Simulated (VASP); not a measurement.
# GaGe (F-43m) in VASP: notebook

Runs on GaGe. Level: r2SCAN. Tasks: single point.

All numbers are computed with VASP 6.6.1; they aren't measurements. Logs are shortened: lines on timing, memory, paths and dates and some standing lists are left out, and cuts for length are marked.

## Step 1: The structure

It takes space group F-43m (No. 216, cubic). The conventional cell has a = 5.796 Å, b = 5.796 Å, c = 5.796 Å, α = 90.00°, β = 90.00°, γ = 90.00°. Ge (site symmetry -43m) is surrounded by 4 Ga at 2.51 Å. Around Ga (site symmetry -43m) lie 4 Ge at 2.51 Å.

The cell comes from a database or a generator and needn't be the stable form of this composition.

## Step 2: Single point, r2SCAN

INCAR reads:

```
PREC     = Accurate       # precision mode
ENCUT    = 450            # plane-wave cutoff, eV
EDIFF    = 1E-6           # SCF threshold, eV
ISMEAR   = 0              # smearing method
SIGMA    = 0.05           # smearing width, eV
LREAL    = F              # projectors in reciprocal space
LASPH    = T              # aspherical terms in the spheres
NELM     = 100            # most SCF steps
ALGO     = Normal         # electronic algorithm
ISIF     = 2              # what is computed and relaxed
LWAVE    = F              # write WAVECAR
LCHARG   = F              # write CHGCAR
METAGGA  = R2SCAN         # meta-GGA
LMIXTAU  = T            
ADDGRID  = F
```

KPOINTS reads:

```
Automatic mesh
0
Gamma
  7 7 7
```

POSCAR reads:

```
GaGe
1.0
    0.0000000000      2.8978440000      2.8978440000
    2.8978440000      0.0000000000      2.8978440000
    2.8978440000      2.8978440000      0.0000000000
Ge Ga
1 1
Direct
    0.0000000000      0.0000000000      0.0000000000
    0.2500000000      0.2500000000      0.2500000000
```

Potentials or basis: VASP PAW PBE potentials, release 64 (Ge, Ga).

Command:

```
$ cat potpaw_PBE.64/Ge/POTCAR potpaw_PBE.64/Ga/POTCAR > POTCAR
$ mpirun -np 1 vasp_std > vasp.out
```

OUTCAR:

```text
PREC = Accurate
   ENCUT = 450
   EDIFF = 1E-6
   ISMEAR = 0
   LREAL = F
   LASPH = T
   NELM = 100
   ISIF = 2
   METAGGA = R2SCAN

 Found     20 irreducible k-points:

 Following reciprocal coordinates:
            Coordinates               Weight
  0.000000  0.000000  0.000000      1.000000
  0.142857  0.000000  0.000000      8.000000
  0.285714  0.000000  0.000000      8.000000
  0.428571  0.000000  0.000000      8.000000
  0.142857  0.142857  0.000000      6.000000
  0.285714  0.142857  0.000000     24.000000
   k-points           NKPTS =     20   k-points in BZ     NKDIM =     20   number of bands    NBANDS=      7
   number of dos      NEDOS =    301   number of ions     NIONS =      2
   total plane-waves  NPLWV =  21952
   dimension x,y,z NGX =    28 NGY =   28 NGZ =   28
   dimension x,y,z NGXF=    56 NGYF=   56 NGZF=   56
   ions per type =               1   1
   NGX,Y,Z   is equivalent  to a cutoff of  11.36, 11.36, 11.36 a.u.
   NGXF,Y,Z  is equivalent  to a cutoff of  22.72, 22.72, 22.72 a.u.
 SYSTEM =  unknown system
   PREC   = accura    normal or accurate (medium, high low for compatibility)
   ISTART =      0    job   : 0-new  1-cont  2-samecut
   ICHARG =      2    charge: 1-file 2-atom 10-const
   ISPIN  =      1    spin polarized calculation?
   LNONCOLLINEAR =      F non collinear calculations
   LSORBIT =      F    spin-orbit coupling
   LASPH  =      T    aspherical Exc in radial PAW
   ENCUT  =  450.0 eV  33.07 Ry    5.75 a.u.   7.09  7.09  7.09*2*pi/ulx,y,z
   NELM   =    100;   NELMIN=  2; NELMDL= -5     # of ELM steps
   EDIFF  = 0.1E-05   stopping-criterion for ELM
   LREAL  =      F    real-space projection
   EDIFFG = 0.1E-04   stopping-criterion for IOM
   NSW    =      0    number of steps for IOM
   IBRION =     -1    ionic relax: 0-MD 1-quasi-New 2-CG
   NFREE  =      0    steps in history (QN), initial steepest desc. (CG)
   ISIF   =      2    stress and relaxation
   ISYM   =      2    0-nonsym 1-usesym 2-fastsym
   POTIM  = 0.5000    time-step for ionic-motion
   TEBEG  =    0.0;   TEEND  =   0.0 temperature during run
   PSTRESS=    0.0 pullay stress
   NELECT =       7.0000    total number of electrons
   NUPDOWN=      -1.0000    fix difference up-down
   EMIN   =  10.00;   EMAX   =-10.00  energy-range for DOS
   EFERMI =   0.00;   METHOD = LEGACY
   ISMEAR =     0;   SIGMA  =   0.05  broadening in eV -4-tet -1-fermi 0-gaus
   EFERMI_NEDOS =   21; number of points for ismear=-14 and -15
   IALGO  =     38    algorithm
   IMIX   =      4    mixing-type and parameters
     AMIX     =   0.40;   BMIX     =  1.00
     AMIX_MAG =   1.60;   BMIX_MAG =  1.00
  volume/ion in A,a.u.               =      24.33       164.22
  Fermi-wavevector in a.u.,A,eV,Ry     =   0.857740  1.620894 10.010058  0.735719
  Thomas-Fermi vector in A             =   1.974840
   LORBIT       =      0    0 simple, 1 ext, 2 COOP (PROOUT), +10 PAW based schemes
   METAGGA = R2SCAN    functional components
   LHFCALC =     F    Hartree Fock is set to
   AEXX    =    0.0000 exact exchange contribution
   IVDW    =     0    specifies the selected vdW correction
   LEPSILON=     F    determine dielectric tensor
   LRPA    =     F    only Hartree local field effects (RPA)
 non-spin polarized calculation
 Gauss-broadening in eV      SIGMA  =   0.05
  energy-cutoff  :      450.00
  volume of cell :       48.67
 maximum number of plane-waves:      1067
   NGX = 15   NGY = 15   NGZ = 15

 number of electron       7.0000000 magnetization

 Free energy of the ion-electron system (eV)
  ---------------------------------------------------
  ext. energy  EPLUGINS =         0.00000000
  ---------------------------------------------------
  free energy    TOTEN  =       -24.90657483 eV

  energy without entropy =      -24.90477885  energy(sigma->0) =      -24.90567684

 E-fermi :   1.1153     XC(G=0):  -9.1493

 val. band max:        1.0751990345   @ k =  -0.2857   0.2857   0.0000
 cond. band min:       1.1628954130   @ k =   0.2857   0.1429   0.0000
 fundamental gap:      0.0876963785
 Fermi energy:         1.1152811125

 k-point     1 :       0.0000    0.0000    0.0000
  band No.  band energies     occupation
      1      -9.8033      2.00000
      2       2.9152      0.00000
      3       2.9152      0.00000
      4       2.9152      0.00000
      5       3.7686      0.00000
      6       5.8001      0.00000
      7       5.8001      0.00000

 k-point     2 :       0.1429    0.0000    0.0000
  band No.  band energies     occupation
      1      -9.5593      2.00000
      2       0.5013      2.00000
      3       2.5242      0.00000
      4       2.5242      0.00000
      5       4.4440      0.00000
      6       6.3276      0.00000
      7       6.3276      0.00000

 k-point     3 :       0.2857    0.0000    0.0000
  band No.  band energies     occupation
      1      -8.8674      2.00000
      2      -2.1452      2.00000
      3       1.9333      0.00000
      4       1.9333      0.00000
      5       3.9724      0.00000
      6       6.8883      0.00000
      7       6.8883      0.00000

 k-point     4 :       0.4286    0.0000    0.0000
  band No.  band energies     occupation
      1      -7.9908      2.00000
      2      -4.0500      2.00000
      3       1.5889      0.00000
      4       1.5889      0.00000
      5       3.6557      0.00000
      6       6.8664      0.00000
      7       6.8664      0.00000

 k-point     5 :       0.1429    0.1429    0.0000
  band No.  band energies     occupation
      1      -9.4765      2.00000
      2       0.5749      2.00000
      3       1.8914      0.00000
      4       1.8914      0.00000
      5       4.9324      0.00000
      6       5.8790      0.00000
      7       7.2419      0.00000

 k-point     6 :       0.2857    0.1429    0.0000
  band No.  band energies     occupation
      1      -8.9256      2.00000
      2      -1.4744      2.00000
      3       1.1629      0.17807
      4       1.2911      0.00000
      5       5.0317      0.00000
      6       6.1514      0.00000
      7       7.9884      0.00000

 [... further k-points ...]

------------------------ aborting loop because EDIFF is reached ----------------------------------------

  FORCE on cell =-STRESS in cart. coord.  units (eV):
  Direction    XX          YY          ZZ          XY          YZ          ZX
  --------------------------------------------------------------------------------------
  -------------------------------------------------------------------------------------
  Total       -0.6225707     -0.6225707     -0.6225707      0.0000000      0.0000000     -0.0000000
  in kB      -20.4948284    -20.4948284    -20.4948284      0.0000000      0.0000000     -0.0000000
  external PRESSURE =     -20.4948284 kB  Pullay stress =       0.0000000 kB

 VOLUME and BASIS-vectors are now :
 -----------------------------------------------------------------------------
  energy-cutoff  :      450.00
  volume of cell :       48.67
      direct lattice vectors                 reciprocal lattice vectors
     0.000000000  2.897844000  2.897844000    -0.172542069  0.172542069  0.172542069
     2.897844000  0.000000000  2.897844000     0.172542069 -0.172542069  0.172542069
     2.897844000  2.897844000  0.000000000     0.172542069  0.172542069 -0.172542069

 POSITION                                       TOTAL-FORCE (eV/Angst)
 -----------------------------------------------------------------------------------
      0.00000      0.00000      0.00000         0.000000      0.000000      0.000000
      1.44892      1.44892      1.44892        -0.000000     -0.000000     -0.000000
 -----------------------------------------------------------------------------------
    total drift:                                0.000000      0.000000      0.000000

  FREE ENERGIE OF THE ION-ELECTRON SYSTEM (eV)
  ---------------------------------------------------
  free  energy   TOTEN  =       -24.9065748344 eV

  energy  without entropy=      -24.9047788466  energy(sigma->0) =      -24.90567684
```

It took 49 s on 1 thread of AMD EPYC 7R43 (Zen 3), shared host; peak memory 0.13 GiB.

These settings aren't checked as converged: the numbers below hold their error.

Results:

```yaml
Free_energy: -24.9066 eV
Pressure: -2.0 GPa
Band_gap_on_the_k_mesh: none (metal or under the smearing width)
```

Caveat: the PAW data sets were made with another functional, which shifts forces and pressure a little.

## Step 3: Single point, r2SCAN

INCAR: that of step 2 with these lines changed.

```diff
@@ -3,3 +3,3 @@
 EDIFF    = 1E-6           # SCF threshold, eV
-ISMEAR   = 0              # smearing method
+ISMEAR   = -5             # smearing method
 SIGMA    = 0.05           # smearing width, eV
```

KPOINTS is that of step 2.

POSCAR is that of step 2.

Potentials or basis: VASP PAW PBE potentials, release 64 (Ge, Ga).

Command:

```
$ cat potpaw_PBE.64/Ge/POTCAR potpaw_PBE.64/Ga/POTCAR > POTCAR
$ mpirun -np 1 vasp_std > vasp.out
```

Run time: 52 s. Hardware: 1 thread of AMD EPYC 7R43 (Zen 3), shared host; peak memory 0.13 GiB.

The run converged, but some of its settings lie outside the range that counts as converged, so its numbers aren't taken as properties of the crystal.

What came out:

- Free energy: -24.9231 eV
- Pressure: -2.0 GPa
- Band gap on the k mesh: none (metal or under the smearing width)

Caveat: the PAW data sets were made with another functional, which shifts forces and pressure a little; tetrahedron occupations give inexact forces and stress in metals.

## Step 4: Single point, r2SCAN

INCAR: that of step 3 with these lines changed.

```diff
@@ -1,5 +1,5 @@
 PREC     = Accurate       # precision mode
-ENCUT    = 450            # plane-wave cutoff, eV
+ENCUT    = 550            # plane-wave cutoff, eV
 EDIFF    = 1E-6           # SCF threshold, eV
-ISMEAR   = -5             # smearing method
+ISMEAR   = 0              # smearing method
 SIGMA    = 0.05           # smearing width, eV
```

KPOINTS is that of step 3.

POSCAR is that of step 3.

Potentials or basis: VASP PAW PBE potentials, release 64 (Ge, Ga).

Command:

```
$ cat potpaw_PBE.64/Ge/POTCAR potpaw_PBE.64/Ga/POTCAR > POTCAR
$ mpirun -np 1 vasp_std > vasp.out
```

OUTCAR:

```text
PREC = Accurate
   ENCUT = 550
   EDIFF = 1E-6
   ISMEAR = 0
   LREAL = F
   LASPH = T
   NELM = 100
   ISIF = 2
   METAGGA = R2SCAN

 Found     20 irreducible k-points:

 Following reciprocal coordinates:
            Coordinates               Weight
  0.000000  0.000000  0.000000      1.000000
  0.142857  0.000000  0.000000      8.000000
  0.285714  0.000000  0.000000      8.000000
  0.428571  0.000000  0.000000      8.000000
[... 135 lines left out ...]

 [... further k-points ...]

------------------------ aborting loop because EDIFF is reached ----------------------------------------

  FORCE on cell =-STRESS in cart. coord.  units (eV):
  Direction    XX          YY          ZZ          XY          YZ          ZX
  --------------------------------------------------------------------------------------
  -------------------------------------------------------------------------------------
  Total       -0.6230907     -0.6230907     -0.6230907      0.0000000      0.0000000      0.0000000
  in kB      -20.5119441    -20.5119441    -20.5119441      0.0000000      0.0000000      0.0000000
  external PRESSURE =     -20.5119441 kB  Pullay stress =       0.0000000 kB

 VOLUME and BASIS-vectors are now :
 -----------------------------------------------------------------------------
  energy-cutoff  :      550.00
  volume of cell :       48.67
      direct lattice vectors                 reciprocal lattice vectors
     0.000000000  2.897844000  2.897844000    -0.172542069  0.172542069  0.172542069
     2.897844000  0.000000000  2.897844000     0.172542069 -0.172542069  0.172542069
     2.897844000  2.897844000  0.000000000     0.172542069  0.172542069 -0.172542069

 POSITION                                       TOTAL-FORCE (eV/Angst)
 -----------------------------------------------------------------------------------
      0.00000      0.00000      0.00000         0.000000      0.000000      0.000000
      1.44892      1.44892      1.44892        -0.000000     -0.000000     -0.000000
 -----------------------------------------------------------------------------------
    total drift:                                0.000000      0.000000      0.000000

  FREE ENERGIE OF THE ION-ELECTRON SYSTEM (eV)
  ---------------------------------------------------
  free  energy   TOTEN  =       -24.9070459552 eV

  energy  without entropy=      -24.9052499828  energy(sigma->0) =      -24.90614797
```

OSZICAR:

```text
N       E                     dE             d eps       ncg     rms          rms(c)
DAV:   1    -0.426359481707E+01   -0.42636E+01   -0.28323E+03   280   0.815E+02
DAV:   2    -0.250009894175E+02   -0.20737E+02   -0.20058E+02   385   0.869E+01
DAV:   3    -0.255132983816E+02   -0.51231E+00   -0.48120E+00   315   0.165E+01
DAV:   4    -0.255158124721E+02   -0.25141E-02   -0.25127E-02   476   0.111E+00
DAV:   5    -0.255158130735E+02   -0.60142E-06   -0.60144E-06   308   0.154E-02    0.296E+00
DAV:   6    -0.248487448681E+02    0.66707E+00   -0.18924E-01   287   0.384E+00    0.196E+00
DAV:   7    -0.249501960902E+02   -0.10145E+00   -0.14332E-01   294   0.318E+00    0.240E-01
DAV:   8    -0.248679081409E+02    0.82288E-01   -0.11026E-01   280   0.297E+00    0.234E-01
DAV:   9    -0.248923611516E+02   -0.24453E-01   -0.64930E-03   294   0.742E-01    0.804E-02
DAV:  10    -0.249053768772E+02   -0.13016E-01   -0.68022E-03   280   0.935E-01    0.343E-02
DAV:  11    -0.249060096676E+02   -0.63279E-03   -0.81081E-05   434   0.885E-02    0.274E-02
DAV:  12    -0.249065300248E+02   -0.52036E-03   -0.50069E-04   294   0.242E-01    0.182E-02
DAV:  13    -0.249070175300E+02   -0.48751E-03   -0.20445E-04   294   0.180E-01    0.850E-03
DAV:  14    -0.249070253592E+02   -0.78292E-05   -0.73354E-06   371   0.292E-02    0.642E-03
DAV:  15    -0.249070401425E+02   -0.14783E-04   -0.49632E-06   280   0.220E-02    0.203E-03
DAV:  16    -0.249070459175E+02   -0.57750E-05   -0.27135E-06   336   0.195E-02    0.628E-04
DAV:  17    -0.249070459552E+02   -0.37690E-07   -0.63575E-08   161   0.338E-03
   1 F= -.24907046E+02 E0= -.24906148E+02  d E =-.179597E-02
```

Run time: 60 s. Hardware: 1 thread of AMD EPYC 7R43 (Zen 3), shared host; peak memory 0.15 GiB.

The run converged, but some of its settings lie outside the range that counts as converged, so its numbers aren't taken as properties of the crystal.

What came out:

```yaml
Free_energy: -24.9070 eV
Pressure: -2.1 GPa
Band_gap_on_the_k_mesh: none (metal or under the smearing width)
```

Caveat: the PAW data sets were made with another functional, which shifts forces and pressure a little.

## Step 5: Single point, r2SCAN

INCAR: that of step 4 with these lines changed.

```diff
@@ -1,2 +1,2 @@
-PREC     = Accurate       # precision mode
+PREC     = Low            # precision mode
 ENCUT    = 550            # plane-wave cutoff, eV
```

KPOINTS is that of step 4.

POSCAR is that of step 4.

Command:

```
$ cat potpaw_PBE.64/Ge/POTCAR potpaw_PBE.64/Ga/POTCAR > POTCAR
$ mpirun -np 1 vasp_std > vasp.out
```

Wall time 38 s (1 thread of AMD EPYC 7R43 (Zen 3), shared host); peak memory 0.08 GiB.

The run converged, but some of its settings lie outside the range that counts as converged, so its numbers aren't taken as properties of the crystal.

Results:

* Free energy: -24.9069 eV
* Pressure: -2.1 GPa
* Band gap on the k mesh: none (metal or under the smearing width)

Caveat: the PAW data sets were made with another functional, which shifts forces and pressure a little.

## Step 6: Single point, r2SCAN

INCAR: that of step 5 with these lines changed.

```diff
@@ -1,2 +1,2 @@
-PREC     = Low            # precision mode
+PREC     = Normal         # precision mode
 ENCUT    = 550            # plane-wave cutoff, eV
```

KPOINTS is that of step 5.

POSCAR is that of step 5.

Potentials or basis: VASP PAW PBE potentials, release 64 (Ge, Ga).

Command:

```
$ cat potpaw_PBE.64/Ge/POTCAR potpaw_PBE.64/Ga/POTCAR > POTCAR
$ mpirun -np 1 vasp_std > vasp.out
```

It took 41 s on 1 thread of AMD EPYC 7R43 (Zen 3), shared host; peak memory 0.1 GiB.

The run converged, but some of its settings lie outside the range that counts as converged, so its numbers aren't taken as properties of the crystal.

What came out:

```
Free energy            : -24.9070 eV
Pressure               : -2.1 GPa
Band gap on the k mesh : none (metal or under the smearing width)
```

Caveat: the PAW data sets were made with another functional, which shifts forces and pressure a little.
